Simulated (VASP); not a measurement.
Here is the system:

```yaml
crystal:
  lattice:
    - [2.85815, 0.00000, 0.00000]
    - [0.00000, 2.85815, 0.00000]
    - [0.00000, 0.00000, 2.85815]
  atoms:
    - { symbol: Al, position: [0.50000, 0.50000, 0.50000] }
    - { symbol: Ni, position: [0.00000, 0.00000, 0.00000] }
```

Method: r2SCAN+rVV10, VASP's PBE PAW potentials (set 64) (plane waves; VASP). Numerical set-up: 520 eV cut-off, 14×14×14 Γ-centred mesh, tetrahedra with Blöchl corrections, potentials Al Ni.

Task: Give the energies of bands 1 to 9 at the high-symmetry points, in eV from the Fermi level.

Result: 
```json
[
 {"band": "1", "Γ": "-11.91", "X": "-7.36", "M": "-5.61", "R": "-4.42"},
 {"band": "2", "Γ": "-3.47", "X": "-7.31", "M": "-3.61", "R": "-4.42"},
 {"band": "3", "Γ": "-3.47", "X": "-2.94", "M": "-3.18", "R": "-4.42"},
 {"band": "4", "Γ": "-1.66", "X": "-2.41", "M": "-3.18", "R": "-1.03"},
 {"band": "5", "Γ": "-1.66", "X": "-2.41", "M": "-2.23", "R": "-1.03"},
 {"band": "6", "Γ": "-1.66", "X": "-1.56", "M": "-2.23", "R": "2.00"},
 {"band": "7", "Γ": "5.98", "X": "-0.67", "M": "-1.07", "R": "2.00"},
 {"band": "8", "Γ": "5.98", "X": "8.66", "M": "1.62", "R": "2.00"},
 {"band": "9", "Γ": "5.98", "X": "10.66", "M": "2.81", "R": "4.69"}
]
```

It has no gap at this level: it comes out as a metal or semimetal.

The compound is NiAl in the CsCl type structure. It was relaxed first. The run is not spin-polarised, so no magnetic state was tried. The electron count is odd and the run is not spin-polarised, which forces a metal.
